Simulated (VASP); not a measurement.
**WS2 (Tungstenite): accuracy against cost in the number of MPI ranks and k-mesh**

A convergence test on WS2 (Tungstenite): the number of MPI ranks and k-mesh. The series runs use PBE. The number of MPI ranks tried: 1 ranks; 2 ranks; 4 ranks; 8 ranks. The k-mesh tried: 2 2 1; 3 3 1; 4 4 1; 6 6 2; 7 7 2; 10 10 3; 12 12 3; 15 15 4. The start is a cell from a database of measured crystal structures.

Main program and level: VASP 6.6.1; PBE; plane waves and PAW (W, S).

## 1. Starting point

Symmetry: P6_3/mmc, No. 194, hexagonal system. The conventional cell has a = 3.153 Å, b = 3.153 Å, c = 12.323 Å, α = 90.00°, β = 90.00°, γ = 120.00°. Nearest to W lie 6 S at 2.40 Å. Nearest to S lie 3 W at 2.40 Å. Farther neighbours and most contacts between anions are not listed.

Coordinates:

```cif
data_structure
_symmetry_space_group_name_H-M 'P6_3/mmc'
_symmetry_Int_Tables_number 194
_cell_length_a 3.1532
_cell_length_b 3.1532
_cell_length_c 12.3230
_cell_angle_alpha 90.000
_cell_angle_beta 90.000
_cell_angle_gamma 120.000
_cell_volume 106.11
loop_
_atom_site_label
_atom_site_type_symbol
_atom_site_symmetry_multiplicity
_atom_site_Wyckoff_symbol
_atom_site_fract_x
_atom_site_fract_y
_atom_site_fract_z
_atom_site_occupancy
W1 W 2 c 0.33333 0.66667 0.25000 1
S1 S 4 f 0.33333 0.66667 0.62250 1
```

## 2. Number of MPI ranks: 1 ranks

The same run on more MPI ranks shows how well it scales. PBE, the usual starting point, adds the gradient of the density.

File INCAR:

```
SYSTEM = WS2
PREC = Accurate
ENCUT = 400
EDIFF = 1E-06
NELM = 100
ISMEAR = -1
SIGMA = 0.05
LREAL = .FALSE.
ALGO = Normal
GGA = PE
NBANDS = 24
LASPH = .TRUE.
LORBIT = 11
LWAVE = .FALSE.
LCHARG = .FALSE.
ISIF = 2
```

File POSCAR:

```
WS2
1.0
    3.1532000000      0.0000000000      0.0000000000
   -1.5766000000      2.7307513032      0.0000000000
    0.0000000000      0.0000000000     12.3230000000
W S
2 4
Direct
    0.3333333333      0.6666666667      0.2500000000
    0.6666666667      0.3333333333      0.7500000000
    0.3333333333      0.6666666667      0.6225000000
    0.6666666667      0.3333333333      0.1225000000
    0.3333333333      0.6666666667      0.8775000000
    0.6666666667      0.3333333333      0.3775000000
```

File KPOINTS:

```
Automatic mesh
0
Gamma
8 8 2
0 0 0
```

Potentials, in the order of the species: W and S (PBE family, release 64).

Command:

```sh
mpirun -np 1 vasp_std
```

Log:

```text
[banner, memory and clock lines left out]
running    1 mpi-ranks, on    1 nodes
 distrk:  each k-point on    1 cores,    1 groups
 distr:  one band on    1 cores,    1 groups

 POSCAR found type information on POSCAR W S
 POSCAR found :  2 types and       6 ions
 LDA part: xc-table for (Slater+PW92), standard interpolation
 POSCAR, INCAR and KPOINTS ok, starting setup
 FFT: planning ... GRIDC
 FFT: planning ... GRID_SOFT
 FFT: planning ... GRID
 WAVECAR not read
 entering main loop
       N       E                     dE             d eps       ncg     rms          rms(c)
DAV:   1     0.159597458266E+03    0.15960E+03   -0.14038E+04   960   0.108E+03
DAV:   2    -0.376874915046E+02   -0.19728E+03   -0.18852E+03  1344   0.253E+02
DAV:   3    -0.498870568790E+02   -0.12200E+02   -0.12113E+02  1288   0.626E+01
DAV:   4    -0.501368793578E+02   -0.24982E+00   -0.24890E+00  1288   0.981E+00
DAV:   5    -0.501438178284E+02   -0.69385E-02   -0.69325E-02  1296   0.147E+00    0.403E+01
DAV:   6    -0.477444228591E+02    0.23994E+01   -0.11009E+01  1392   0.164E+01    0.183E+01
DAV:   7    -0.474581749187E+02    0.28625E+00   -0.34596E+00  1272   0.106E+01    0.903E+00
DAV:   8    -0.473322804690E+02    0.12589E+00   -0.45589E-01  1368   0.426E+00    0.141E+00
DAV:   9    -0.473278883585E+02    0.43921E-02   -0.66917E-02  1296   0.142E+00    0.569E-01
DAV:  10    -0.473262555777E+02    0.16328E-02   -0.15666E-02  1376   0.710E-01    0.342E-01
DAV:  11    -0.473262374368E+02    0.18141E-04   -0.18055E-03  1320   0.257E-01    0.106E-01
DAV:  12    -0.473262518394E+02   -0.14403E-04   -0.40924E-04  1320   0.125E-01    0.556E-02
DAV:  13    -0.473262596889E+02   -0.78495E-05   -0.29304E-05  1280   0.315E-02    0.173E-02
DAV:  14    -0.473262592533E+02    0.43559E-06   -0.17778E-06  1008   0.758E-03
   1 F= -.47326259E+02 E0= -.47326259E+02  d E =-.714701E-06
```

The job ended after 24 s (1 MPI rank of Intel Xeon Platinum 8375C at 2.90GHz (Ice Lake), shared host; peak memory 0.2 GiB).

Lines that name or quote the potential files are left out of all logs, and their timing lines are given in words.

Parts of OUTCAR (step 2):

```text
ion  position               nearest neighbor table
   1  0.333  0.667  0.250-   4 2.40   6 2.40   4 2.40   6 2.40   4 2.40   6 2.40
   2  0.667  0.333  0.750-   3 2.40   5 2.40   3 2.40   5 2.40   3 2.40   5 2.40
   3  0.333  0.667  0.623-   2 2.40   2 2.40   2 2.40
   4  0.667  0.333  0.123-   1 2.40   1 2.40   1 2.40
   5  0.333  0.667  0.877-   2 2.40   2 2.40   2 2.40
   6  0.667  0.333  0.377-   1 2.40   1 2.40   1 2.40

  LATTYP: Found a hexagonal cell.
 ALAT       =     3.1532000000
 C/A-ratio  =     3.9080933655

 Subroutine GETGRP returns: Found 24 space group operations
 (whereof 12 operations were pure point group operations)

The static configuration has the point symmetry D_3d.
 The point group associated with its full space group is D_6h.

 Found     20 irreducible k-points:

   k-points           NKPTS =     20   k-points in BZ     NKDIM =     20   number of bands    NBANDS=     24

   dimension x,y,z NGX =    24 NGY =   24 NGZ =   80
   dimension x,y,z NGXF=    48 NGYF=   48 NGZF=  160

   ENCUT  =  400.0 eV  29.40 Ry    5.42 a.u.   5.14  5.14 20.10*2*pi/ulx,y,z

   NELECT =      36.0000    total number of electrons

 k-points in reciprocal lattice and weights: Automatic mesh
   0.00000000  0.00000000  0.00000000       0.008
   0.12500000 -0.00000000  0.00000000       0.047
   0.25000000 -0.00000000  0.00000000       0.047
   0.37500000 -0.00000000  0.00000000       0.047
   0.50000000 -0.00000000  0.00000000       0.023
   0.12500000  0.12500000  0.00000000       0.047
   0.25000000  0.12500000  0.00000000       0.094
   0.37500000  0.12500000  0.00000000       0.094
   0.25000000  0.25000000  0.00000000       0.047
[...]
0.25000000  0.25000000  0.50000000       0.047
   0.37500000  0.25000000  0.50000000       0.047

 average (electrostatic) potential at core
       1 -39.8907       2 -39.8907       3 -85.6957       4 -85.6957       5 -85.6957
       6 -85.6957

 E-fermi :   6.8988

 k-point     1 :       0.0000    0.0000    0.0000
  band No.  band energies     occupation
    ...
     14       4.2349      2.00000
     15       4.2349      2.00000
     16       4.9084      2.00000
     17       5.1781      2.00000
     18       6.3873      1.99993
     19       8.7278      0.00000
     20       8.7282      0.00000
     21       8.7407      0.00000
     22       8.7415      0.00000
     23       8.7759      0.00000
    ...

 k-point     2 :       0.1250   -0.0000    0.0000
  band No.  band energies     occupation
    ...
     14       3.8534      2.00000
     15       4.1931      2.00000
     16       5.0669      2.00000
     17       5.1879      2.00000
     18       5.8972      2.00000
     19       8.2778      0.00000
     20       8.5406      0.00000
     21       8.5702      0.00000
     22       8.6741      0.00000
     23       8.7370      0.00000
    ...

 k-point     3 :       0.2500   -0.0000    0.0000
  band No.  band energies     occupation
    ...
     14       3.7866      2.00000
     15       3.8543      2.00000
     16       4.5272      2.00000
     17       4.7782      2.00000
     18       4.9178      2.00000
     19       7.7610      0.00000
     20       8.2551      0.00000
     21       8.4796      0.00000
     22       8.7001      0.00000
     23       8.8334      0.00000
    ...

  Total        2.4294313      2.4294313      2.4935912      0.0000000      0.0000000      0.0000000
  in kB       36.6830211     36.6830211     37.6517989      0.0000000      0.0000000      0.0000000
  external PRESSURE =      37.0059471 kB  Pullay stress =       0.0000000 kB

  energy-cutoff  :      400.00
  volume of cell :      106.11
      direct lattice vectors                 reciprocal lattice vectors
     3.153200000  0.000000000  0.000000000     0.317138145  0.183099794  0.000000000
    -1.576600000  2.730751303  0.000000000     0.000000000  0.366199587  0.000000000
     0.000000000  0.000000000 12.323000000     0.000000000  0.000000000  0.081149071

 POSITION                                       TOTAL-FORCE (eV/Angst)
 -----------------------------------------------------------------------------------
     -0.00000      1.82050      3.08075         0.000000     -0.000000     -0.000000
      1.57660      0.91025      9.24225         0.000000     -0.000000     -0.000000
     -0.00000      1.82050      7.67107         0.000000     -0.000000     -0.057972
      1.57660      0.91025      1.50957        -0.000000      0.000000     -0.057972
     -0.00000      1.82050     10.81343         0.000000     -0.000000      0.057972
      1.57660      0.91025      4.65193         0.000000     -0.000000      0.057972
 -----------------------------------------------------------------------------------
    total drift:                               -0.000000      0.000000     -0.000000

  FREE ENERGIE OF THE ION-ELECTRON SYSTEM (eV)
  ---------------------------------------------------
  free  energy   TOTEN  =       -47.3262592533 eV

  energy  without entropy=      -47.3262585386  energy(sigma->0) =      -47.32625890

 total charge
# of ion       s       p       d       tot
------------------------------------------
    1        0.570   0.722   4.273   5.565
    2        0.570   0.722   4.273   5.565
    3        1.361   2.363   0.000   3.724
    4        1.361   2.363   0.000   3.724
    5        1.361   2.363   0.000   3.724
    6        1.361   2.363   0.000   3.724
--------------------------------------------------
tot          6.584  10.897   8.545  26.026

[... 3 further parts left out ...]
```

The gap is read on the k-mesh alone, so it is an upper bound where the band edges lie off the mesh. Spin-orbit coupling is off here; with elements this heavy it splits and shifts levels by tenths of an eV or more. The data set W keeps the semicore shell frozen, which is cheaper and a little less accurate.

Numbers from this step:

```
SCF cycles                     : 14
electrons                      : 36
bands                          : 24
irreducible k-points           : 20
symmetry operations            : 24
free energy (TOTEN)            : -47.33 eV
Fermi energy                   : 6.899 eV
pressure                       : 3.701 GPa
metallic                       : no
valence top at k               : 0, 0, 0
conduction bottom at k         : 0.25, 0.125, 0
least direct gap at k          : 0.375, 0.25, 0
gap on the k-mesh              : 1.152 eV
least direct gap on the k-mesh : 2.261 eV
```

The series starts at -7.8877 eV an atom and 3.70 GPa, after 14 cycles in 24 s.

## 3. Number of MPI ranks: 2 ranks

Edit INCAR of step 2 so:

```diff
@@ -15,2 +15,3 @@
 LCHARG = .FALSE.
+KPAR = 2
 ISIF = 2
```

POSCAR is that of step 2.

KPOINTS is that of step 2.

Command:

```sh
mpirun -np 2 vasp_std
```

Log:

```text
[banner, memory and clock lines left out]
running    2 mpi-ranks, on    1 nodes
[...]
LDA part: xc-table for (Slater+PW92), standard interpolation
 POSCAR, INCAR and KPOINTS ok, starting setup
[...]
entering main loop
       N       E                     dE             d eps       ncg     rms          rms(c)
[... 12 cycles as in an earlier step ...]
DAV:  13    -0.473262596888E+02   -0.78495E-05   -0.29304E-05  1280   0.315E-02    0.173E-02
DAV:  14    -0.473262592533E+02    0.43550E-06   -0.17778E-06  1008   0.758E-03
   1 F= -.47326259E+02 E0= -.47326259E+02  d E =-.714701E-06
```

It took 13 s on 2 MPI ranks; peak memory 0.4 GiB; 24 s of CPU time.

Parts of OUTCAR (step 3):

```text
  Total        2.4294313      2.4294313      2.4935912      0.0000000      0.0000000      0.0000000
  in kB       36.6830208     36.6830208     37.6517987      0.0000000      0.0000000      0.0000000
  external PRESSURE =      37.0059468 kB  Pullay stress =       0.0000000 kB

 POSITION                                       TOTAL-FORCE (eV/Angst)
 -----------------------------------------------------------------------------------
     -0.00000      1.82050      3.08075         0.000000      0.000000      0.000000
      1.57660      0.91025      9.24225         0.000000      0.000000      0.000000
     -0.00000      1.82050      7.67107         0.000000      0.000000     -0.057972
      1.57660      0.91025      1.50957        -0.000000     -0.000000     -0.057972
     -0.00000      1.82050     10.81343        -0.000000      0.000000      0.057972
      1.57660      0.91025      4.65193         0.000000     -0.000000      0.057972
 -----------------------------------------------------------------------------------
    total drift:                               -0.000000      0.000000     -0.000000

[... 4 parts as in an earlier step ...]

[... 1 further part left out ...]
[key lines of the parts left out:]
E-fermi :   6.8988
```

Against the first of the series the energy stays within 0.01 meV an atom and the pressure within 0.01 GPa, after 14 cycles in 13 s.

## 4. Number of MPI ranks: 4 ranks

Edit INCAR of step 3 so:

```diff
@@ -15,3 +15,3 @@
 LCHARG = .FALSE.
-KPAR = 2
+KPAR = 4
 ISIF = 2
```

POSCAR is that of step 3.

KPOINTS is that of step 3.

Command:

```sh
mpirun -np 4 vasp_std
```

Log:

```text
[banner, memory and clock lines left out]
running    4 mpi-ranks, on    1 nodes
[...]
LDA part: xc-table for (Slater+PW92), standard interpolation
 POSCAR, INCAR and KPOINTS ok, starting setup
[...]
entering main loop
       N       E                     dE             d eps       ncg     rms          rms(c)
[... 9 cycles as in an earlier step ...]
DAV:  10    -0.473262555778E+02    0.16328E-02   -0.15666E-02  1376   0.710E-01    0.342E-01
[... 3 cycles as in an earlier step ...]
DAV:  14    -0.473262592534E+02    0.43556E-06   -0.17778E-06  1008   0.758E-03
   1 F= -.47326259E+02 E0= -.47326259E+02  d E =-.714701E-06
```

Run time: 9.4 s. Hardware: 4 MPI ranks; peak memory 0.81 GiB; 34 s of CPU time.

Parts of OUTCAR (step 4):

```text
  Total        2.4294313      2.4294313      2.4935912     -0.0000000      0.0000000      0.0000000
  in kB       36.6830212     36.6830212     37.6517989     -0.0000000      0.0000000      0.0000000
  external PRESSURE =      37.0059471 kB  Pullay stress =       0.0000000 kB

 POSITION                                       TOTAL-FORCE (eV/Angst)
 -----------------------------------------------------------------------------------
     -0.00000      1.82050      3.08075        -0.000000      0.000000      0.000000
      1.57660      0.91025      9.24225         0.000000     -0.000000      0.000000
     -0.00000      1.82050      7.67107        -0.000000      0.000000     -0.057972
      1.57660      0.91025      1.50957         0.000000     -0.000000     -0.057972
     -0.00000      1.82050     10.81343        -0.000000      0.000000      0.057972
      1.57660      0.91025      4.65193         0.000000     -0.000000      0.057972
 -----------------------------------------------------------------------------------
    total drift:                               -0.000000      0.000000     -0.000000

  FREE ENERGIE OF THE ION-ELECTRON SYSTEM (eV)
  ---------------------------------------------------
  free  energy   TOTEN  =       -47.3262592534 eV

  energy  without entropy=      -47.3262585387  energy(sigma->0) =      -47.32625890

[... 2 parts as in an earlier step ...]

[... 1 further part left out ...]
[key lines of the parts left out:]
E-fermi :   6.8988
```

Against the first of the series the energy stays within 0.01 meV an atom and the pressure within 0.01 GPa, after 14 cycles in 9.4 s.

## 5. Number of MPI ranks: 8 ranks

Edit INCAR of step 4 so:

```diff
@@ -15,3 +15,3 @@
 LCHARG = .FALSE.
-KPAR = 4
+KPAR = 8
 ISIF = 2
```

POSCAR is that of step 4.

KPOINTS is that of step 4.

Command:

```sh
mpirun -np 8 vasp_std
```

Log:

```text
[banner, memory and clock lines left out]
running    8 mpi-ranks, on    1 nodes
[...]
|                                                                             |
|           W    W    AA    RRRRR   N    N  II  N    N   GGGG   !!!           |
|           W    W   A  A   R    R  NN   N  II  NN   N  G    G  !!!           |
|           W    W  A    A  R    R  N N  N  II  N N  N  G       !!!           |
|           W WW W  AAAAAA  RRRRR   N  N N  II  N  N N  G  GGG   !            |
|           WW  WW  A    A  R   R   N   NN  II  N   NN  G    G                |
|           W    W  A    A  R    R  N    N  II  N    N   GGGG   !!!           |
|                                                                             |
|     For optimal performance we recommend to set                             |
|       NCORE = 2 up to number-of-cores-per-socket                            |
|     NCORE specifies how many cores store one orbital (NPAR=cpu/NCORE).      |
|     This setting can greatly improve the performance of VASP for DFT.       |
|     The default, NCORE=1 might be grossly inefficient on modern             |
|     multi-core architectures or massively parallel machines. Do your        |
|     Unfortunately you need to use the default for GW and RPA                |
|     calculations (for HF NCORE is supported but not extensively tested      |
|     yet).                                                                   |
|                                                                             |

 LDA part: xc-table for (Slater+PW92), standard interpolation
 POSCAR, INCAR and KPOINTS ok, starting setup
[...]
entering main loop
       N       E                     dE             d eps       ncg     rms          rms(c)
[... 5 cycles as in an earlier step ...]
DAV:   6    -0.477444228592E+02    0.23994E+01   -0.11009E+01  1392   0.164E+01    0.183E+01
[... 5 cycles as in an earlier step ...]
DAV:  12    -0.473262518395E+02   -0.14403E-04   -0.40924E-04  1320   0.125E-01    0.556E-02
DAV:  13    -0.473262596891E+02   -0.78496E-05   -0.29304E-05  1280   0.315E-02    0.173E-02
DAV:  14    -0.473262592533E+02    0.43581E-06   -0.17778E-06  1008   0.758E-03
   1 F= -.47326259E+02 E0= -.47326259E+02  d E =-.714701E-06
```

It took 9.4 s on 8 MPI ranks; peak memory 1.8 GiB; 54 s of CPU time.

OUTCAR, selected parts (step 5):

```text
  Total        2.4294313      2.4294313      2.4935912      0.0000000      0.0000000      0.0000000
  in kB       36.6830209     36.6830209     37.6517988      0.0000000      0.0000000      0.0000000
  external PRESSURE =      37.0059468 kB  Pullay stress =       0.0000000 kB

 POSITION                                       TOTAL-FORCE (eV/Angst)
 -----------------------------------------------------------------------------------
     -0.00000      1.82050      3.08075         0.000000     -0.000000      0.000000
      1.57660      0.91025      9.24225         0.000000      0.000000      0.000000
     -0.00000      1.82050      7.67107        -0.000000     -0.000000     -0.057972
      1.57660      0.91025      1.50957        -0.000000      0.000000     -0.057972
     -0.00000      1.82050     10.81343        -0.000000      0.000000      0.057972
      1.57660      0.91025      4.65193        -0.000000     -0.000000      0.057972
 -----------------------------------------------------------------------------------
    total drift:                               -0.000000      0.000000     -0.000000

[... 4 parts as in an earlier step ...]

[... 1 further part left out ...]
[key lines of the parts left out:]
E-fermi :   6.8988
```

Against the first of the series the energy stays within 0.01 meV an atom and the pressure within 0.01 GPa, after 14 cycles in 9.4 s.

## 6. The number of MPI ranks series as a table

This step: convergence of PBE results with the layout; plane waves and PAW (VASP 6.6.1).

This step runs nothing: it gathers the runs above.

Differences are taken from the run with 1 ranks. Results of the series, by row:

```tsv
setting	status	energy less the reference (meV/atom)	pressure (GPa)	largest force difference (meV/Å)	gap (eV)	SCF cycles	wall time (s)
1 ranks	converged	0	3.701	0	1.152	14	24
2 ranks	converged	0	3.701	0	1.152	14	13.2
4 ranks	converged	0	3.701	0	1.152	14	9.4
8 ranks	converged	0	3.701	0	1.152	14	9.4
```

(Part 1 of 3 ends here.)

[Lines on the potential files, build, host, timing and source positions are cut from VASP's logs without a mark.]

[Logs are printed without paths, hosts, clocks, repeated set-up lines and the standing remarks that a program may print on its own settings, such as how far it seeks lower states.]

[Hosts, paths, dates, database ids (printed as entryN), source tags and the programs' standing remarks are cut or masked in the printed files.]

[A measured line is paired with the nearest computed mode of its activity, which favours agreement.]
